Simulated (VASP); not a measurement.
# Y3F: single point with PBE

The system is Y3F.

```
CELL_PARAMETERS angstrom
6.26665 0.00000 0.00000
-3.13333 5.42708 0.00000
0.00000 0.00000 3.36199
ATOMIC_POSITIONS crystal
Y 0.50000 0.00000 0.00000
Y 0.00000 0.50000 0.00000
Y 0.50000 0.50000 0.00000
F 0.00000 0.00000 0.00000
```

The cell was built by a generator and needn't be a form met in nature.

The cell isn't the ideal one: random cell by space group and Wyckoff sites (P6/mmm, No. 191).

- Program: VASP 6.6.1
- Task: single point
- Functional: PBE
- Potentials or basis: VASP PAW PBE potentials, release 64 (Y_sv, F)
- Cutoff: 520 eV
- k mesh: 9 × 9 × 14
- Occupations: gaussian, width 0.1 eV
- Spin: no spin polarisation

- Pressure: -0.1 GPa
- Band gap on the k mesh: none (metal or under the smearing width)

Stress tensor (GPa, compression positive):
```
-0.09  0.00  0.00
 0.00 -0.09  0.00
 0.00  0.00 -0.17
```

Levels at points of the mesh, in eV from the Fermi level:
```
           k point  band 17  band 18  band 19  band 20  band 21  band 22  band 23  band 24
(0.00, 0.00, 0.00)    -3.35    -1.22    -1.07    -1.07     0.00     0.29     0.29     1.52
(0.00, 0.00, 0.50)    -2.13    -1.95    -0.64    -0.64    -0.06    -0.06     0.50     0.67
```

Run time: 6.4 min on 1 thread of Intel(R) Xeon(R) Platinum 8488C (Sapphire Rapids) (shared host), peak memory 0.43 GiB.
